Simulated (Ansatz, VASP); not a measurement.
# Cross-check of C between VASP and Ansatz, part 2 of 2

Aim: how closely do two programs agree when they are given the same cell, functional and k mesh? The cell is taken from a series of VASP runs on this material, whose earlier steps may have relaxed, scaled or displaced it; both programs get it as it stands.

VASP 6.6.1 and Ansatz 0.2.0.

So far. Step 4 (Side by side): Among the levels compared at these points, filled levels agree within 6 meV and empty ones within 22 meV.

## Step 5: VASP: band structure, r2SCAN-EpsX with an exact-exchange share of 0.172

Level of this step: r2SCAN-EpsX, exact-exchange share 1/5.809; plane waves and PAW (C) (VASP).

Levels along a path test the potential and the projectors away from the mesh points.

The run reads the wave functions of an earlier VASP run, which isn't shown here.

The input, INCAR:

```
SYSTEM = C
PREC = Accurate
ENCUT = 460
EDIFF = 1E-06
NELM = 100
ISMEAR = 0
SIGMA = 0.03
LREAL = .FALSE.
ALGO = Normal
LHFCALC = .TRUE.
AEXX = 0.172
METAGGA = R2SCAN
LASPH = .TRUE.
NBANDS = 10
PRECFOCK = Fast
HFRCUT = -1
LORBIT = 11
LWAVE = .FALSE.
LCHARG = .FALSE.
KPAR = 4
```

The input, POSCAR:

```
C
1.0
    0.0000000000      1.7858110000      1.7858110000
    1.7858110000      0.0000000000      1.7858110000
    1.7858110000      1.7858110000      0.0000000000
C
2
Direct
    0.0000000000      0.0000000000      0.0000000000
    0.2500000000      0.2500000000      0.2500000000
```

The input, KPOINTS:

```
Automatic mesh
0
Gamma
7 7 7
0 0 0
```

The input, KPOINTS_OPT:

```
Line mode
10
Line-mode
Reciprocal
  0.00000000   0.00000000   0.00000000 GAMMA
  0.50000000   0.00000000   0.50000000 X

  0.50000000   0.00000000   0.50000000 X
  0.50000000   0.25000000   0.75000000 W

  0.50000000   0.25000000   0.75000000 W
  0.37500000   0.37500000   0.75000000 K

  0.37500000   0.37500000   0.75000000 K
  0.00000000   0.00000000   0.00000000 GAMMA

  0.00000000   0.00000000   0.00000000 GAMMA
  0.50000000   0.50000000   0.50000000 L

  0.50000000   0.50000000   0.50000000 L
  0.62500000   0.25000000   0.62500000 U

  0.62500000   0.25000000   0.62500000 U
  0.50000000   0.25000000   0.75000000 W

  0.50000000   0.25000000   0.75000000 W
  0.50000000   0.50000000   0.50000000 L

  0.50000000   0.50000000   0.50000000 L
  0.37500000   0.37500000   0.75000000 K

  0.62500000   0.25000000   0.62500000 U
  0.50000000   0.00000000   0.50000000 X
```

The projector-augmented-wave data sets are C (PBE family, release 64).

Launch:

```sh
$ mpirun -np 4 vasp_std
```

Numbers of over 12 decimals in the logs are rounded to 6 here.

What it wrote:

```text
[banner, memory and clock lines left out]
running    4 mpi-ranks, on    1 nodes
[...]
|                                                                             |
|               ----> ADVICE to this user running VASP <----                  |
|                                                                             |
|     You enforced a specific xc type in the INCAR file but a different       |
|     [... a line on the potential file left out ...]
|     I HOPE YOU KNOW WHAT YOU ARE DOING!                                     |
|                                                                             |

 LDA part: xc-table for (None), standard interpolation
 found WAVECAR, reading the header
 POSCAR, INCAR and KPOINTS ok, starting setup
[...]
HFRCUT set to (new)   9.770437
 reading WAVECAR
 the WAVECAR file was read successfully
 initial charge from wavefunction
 entering main loop
       N       E                     dE             d eps       ncg     rms          rms(c)
[...]
DAV:   6    -0.220664688923E+02   -0.69869E-05   -0.28821E-06   424   0.187E-02    0.121E-01
DAV:   7    -0.220664724017E+02   -0.35093E-05   -0.10454E-06   262   0.114E-02    0.755E-02
DAV:   8    -0.220664741854E+02   -0.17837E-05   -0.42615E-07   212   0.736E-03    0.473E-02
DAV:   9    -0.220664751098E+02   -0.92437E-06   -0.15248E-07   214   0.438E-03
   1 F= -.22066475E+02 E0= -.22066475E+02  d E =-.272788E-29
 Start KPOINTS_OPT (optional k-point list driver)
k-point batch [1-20\100]
       N       E                     dE             ncg
DAV:   1     0.276928994593E+03   -0.59879E+04      424
DAV:   2    -0.113261492092E+03   -0.39019E+03      564
DAV:   3    -0.124430413607E+03   -0.11169E+02      458
DAV:   4    -0.124492983945E+03   -0.62570E-01      436
DAV:   5    -0.124493079873E+03   -0.95928E-04      442
DAV:   6    -0.124493079984E+03   -0.11058E-06      442
[...]
k-point batch [81-100\100]
       N       E                     dE             ncg
DAV:   1     0.117993201015E+03   -0.81459E+04      416
DAV:   2    -0.243618282984E+03   -0.36161E+03      530
DAV:   3    -0.251803872344E+03   -0.81856E+01      482
DAV:   4    -0.251851170814E+03   -0.47298E-01      514
DAV:   5    -0.251851222563E+03   -0.51749E-04      482
DAV:   6    -0.251851222619E+03   -0.55601E-07      462
```

From OUTCAR (step 5):

```text
 POSITION                                       TOTAL-FORCE (eV/Angst)
 -----------------------------------------------------------------------------------
      0.00000      0.00000      0.00000         0.000000      0.000000      0.000000
      0.89291      0.89291      0.89291        -0.000000     -0.000000     -0.000000
 -----------------------------------------------------------------------------------
    total drift:                                0.000000     -0.000000      0.000000

  FREE ENERGIE OF THE ION-ELECTRON SYSTEM (eV)
  ---------------------------------------------------
  free  energy   TOTEN  =       -22.0664751098 eV

  energy  without entropy=      -22.0664751098  energy(sigma->0) =      -22.06647511

[... 2 parts as in an earlier step ...]

[... 1 further part left out ...]
[key lines of the parts left out:]
E-fermi :   9.2405
```

## Step 6: Ansatz: band structure, r2SCAN-EpsX with an exact-exchange share of 0.172

The same cell, functional, mesh and smearing now go to Ansatz, which takes its cutoff from its data sets.

The cell is taken from a series of VASP runs on this material, whose earlier steps may have relaxed, scaled or displaced it; both programs get it as it stands.

The input, input.yaml:

```yaml
crystal:
  lattice:
    - [0.0, 1.785811, 1.785811]
    - [1.785811, 0.0, 1.785811]
    - [1.785811, 1.785811, 0.0]
  atoms:
    - { symbol: C, position: [0.0, 0.0, 0.0] }
    - { symbol: C, position: [0.25, 0.25, 0.25] }
hamiltonian:
  xc: { exchange: r2scan, correlation: r2scan, exx: { coeff: 0.172 } }
  pseudopotentials: { kind: paw }
kpoints:
  mp_grid: { grid: [7, 7, 7] }
  band_path:
    path:
      - [0.0, 0.0, 0.0]
      - [0.38889, 0.0, 0.38889]
      - [0.5, 0.0, 0.5]
      - [0.5, 0.22222, 0.72222]
      - [0.40278, 0.34722, 0.75]
      - [0.125, 0.125, 0.25]
      - [0.27778, 0.27778, 0.27778]
      - [0.55556, 0.38889, 0.55556]
      - [0.58333, 0.25, 0.66667]
      - [0.5, 0.30556, 0.69444]
      - [0.48611, 0.48611, 0.52778]
      - [0.625, 0.25, 0.625]
      - [0.5, 0.0, 0.5]
    npoints: 1
scf:
  occupations: { method: gaussian, width: 0.03 }
  n_extra_bands: 7
output:
  forces: true
  stress: true
  eigenvalues: true
```

Launch:

```sh
$ ansatz run input.yaml --threads 4 --pin off --max-ram 9216MiB --backend cpu --events-out ev --progress --plain --runs-dir out
```

What it wrote:

```text
[...]
Crystal: 2 atoms, lattice volume = 11.390 Å³
Basis set: ecut = 500 eV, 283 PW (Γ), exchange–correlation on 80×80×80 points (64 copies of the dense FFT grid, shifted against one another)
Bands: 11, of which v1, the nominal top of the filled ones, is band 4 counted from 1 (3 counted from 0)
Symmetry: 48 space group operations
[...]
k-points: 20 of 343
[...]
P = ⅓ Tr σ = -9.7263 GPa (-97.263 kbar)
--- Band table (eV; the first three rows and the last of 20) ---
  k-point 0: bands = [-11.2024, 12.5718, 12.5718, 12.5718, 19.7791, 19.7791, 19.7791, 27.9237, ... 3 higher]
  k-point 1: bands = [-10.5902, 9.2615, 11.6827, 11.6827, 20.9539, 20.9539, 21.3904, 28.5394, ... 3 higher]
  k-point 2: bands = [-8.7807, 3.8881, 10.3322, 10.3322, 22.4923, 22.4923, 22.6386, 29.9418, ... 3 higher]
  k-point 19: bands = [-2.0611, -0.1700, 2.5763, 5.3224, 22.5060, 26.4907, 27.6637, 28.5363, ... 3 higher]
[key lines of the parts left out:]
Free energy (F): -502.982568 eV
Fermi energy:    15.423423 eV
```

Elapsed: 11 s, on 4 threads of Arm Neoverse V1, shared host; peak memory 0.52 GiB; 37 s of CPU time.

## Step 7: Comparison

What differs besides the data sets and the points named for the pairs above, as far as they apply: the cutoff is 500 eV in Ansatz and 460 eV in VASP. Total energies have different zeros and are not compared.

Both answers:

```csv
quantity,Ansatz,VASP,difference
gap over the path points (eV),5.584,5.560,+0.024
```

Levels at points of the path, from each program's valence-band top (eV; 3 filled, then empty):

```csv
k (reciprocal lattice),Ansatz,VASP
0.000 0.000 0.000,0.00 0.00 0.00 7.21 7.21 7.21,0.00 0.00 0.00 7.17 7.17 7.17
0.389 0.000 0.389,-10.21 -6.47 -6.47 5.58 8.02 18.16,-10.22 -6.48 -6.48 5.56 8.00 18.15
0.500 0.000 0.500,-14.28 -6.96 -6.96 6.23 6.23 19.71,-14.30 -6.97 -6.97 6.21 6.21 19.70
0.500 0.222 0.722,-13.51 -9.04 -9.04 12.08 12.08 15.09,-13.53 -9.05 -9.05 12.07 12.07 15.08
0.403 0.347 0.750,-13.12 -10.12 -6.24 7.66 12.79 16.68,-13.14 -10.14 -6.25 7.64 12.79 16.66
0.125 0.125 0.250,-4.47 -3.57 -0.85 8.51 9.88 10.01,-4.48 -3.58 -0.85 8.47 9.86 9.99
0.278 0.278 0.278,-8.39 -2.18 -2.18 9.87 9.87 10.03,-8.40 -2.18 -2.18 9.83 9.83 10.02
0.556 0.389 0.556,-14.07 -5.95 -4.16 9.09 12.51 13.22,-14.09 -5.96 -4.17 9.07 12.48 13.23
0.583 0.250 0.667,-13.11 -10.05 -6.58 8.16 12.82 16.38,-13.12 -10.07 -6.59 8.14 12.81 16.37
0.500 0.306 0.694,-12.73 -9.41 -7.45 11.24 12.48 15.46,-12.75 -9.43 -7.47 11.23 12.47 15.45
```

Among the levels compared at these points, filled levels agree within 17 meV and empty ones within 41 meV.

## Step 8: Results

| Quantity | Value |
| --- | --- |
| difference in gap over the path points (band structure, PBE0) | 0.0050 eV |
| difference in gap over the path points (band structure, r2SCAN-EpsX with an exact-exchange share of 0.172) | 0.024 eV |

The difference in gap over the path points is 0.024 eV (band structure, r2SCAN-EpsX with an exact-exchange share of 0.172), within the 0.08 eV picked in this series as the mark of a large difference. How closely two codes agree says nothing of how well the functional describes the real material.

[Lines on the potential files, build, host, timing and source positions are cut from VASP's logs without a mark.]

[Logs are printed without paths, hosts, clocks, repeated set-up lines and the standing remarks that a program may print on its own settings, such as how far it seeks lower states.]

[Hosts, paths, dates, database ids (printed as entryN), source tags and the programs' standing remarks are cut or masked in the printed files.]
